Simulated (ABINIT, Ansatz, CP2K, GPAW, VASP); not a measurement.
**WS: programs and potentials compared**

```
CELL_PARAMETERS angstrom
3.00789 0.00000 0.00000
0.00000 3.00789 0.00000
0.00000 0.00000 3.00789
ATOMIC_POSITIONS crystal
W 0.50000 0.50000 0.50000
S 0.00000 0.00000 0.00000
```

The cell comes from a database or a generator and needn't be the stable form of this composition.

Alike in all runs: task single point; functional PBE; k mesh 9 × 9 × 9; occupations fermi-dirac, width 0.05 eV; no spin polarisation; no spin-orbit coupling. Pressure is positive in compression and, in plane waves, holds the error of the finite cutoff, which Ansatz's Pulay term estimates and takes out.

| program and potentials | plane-wave cutoff (eV) | notes | pressure (GPa) |
| --- | --- | --- | --- |
| ABINIT, JTH PAW PBE v2.0 | 544 | - | 0.18 |
| CP2K, POTENTIAL_UZH W GTH-PBE-q14, S GTH-PBE-q6; TZVP-MOLOPT-PBE-GTH basis | - | atomic basis | -1.39 |
| GPAW, GPAW PAW data sets (gpaw-data 1.2.1) | 600 | - | 0.08 |
| VASP, PBE PAW files S, W_sv, 520 eV | 520 | - | 0.77 |
| Ansatz, Ansatz PAW (earlier soft set) | 420 | Pulay term of +0.08 GPa included | 0.39 |

The pressure spans -1.39 (CP2K, POTENTIAL_UZH W GTH-PBE-q14, S GTH-PBE-q6; TZVP-MOLOPT-PBE-GTH basis) to 0.77 GPa (VASP, PBE PAW files S, W_sv, 520 eV). The pressure on the cell as given of CP2K, POTENTIAL_UZH W GTH-PBE-q14, S GTH-PBE-q6; TZVP-MOLOPT-PBE-GTH basis lies far from the others; the cause wasn't traced. Rows in atomic bases carry the error of their basis and grid, which can be large.

The functional is the same throughout but for its coding, so the spread measures potentials, basis and numerics; runs on potential files found faulty are left out.
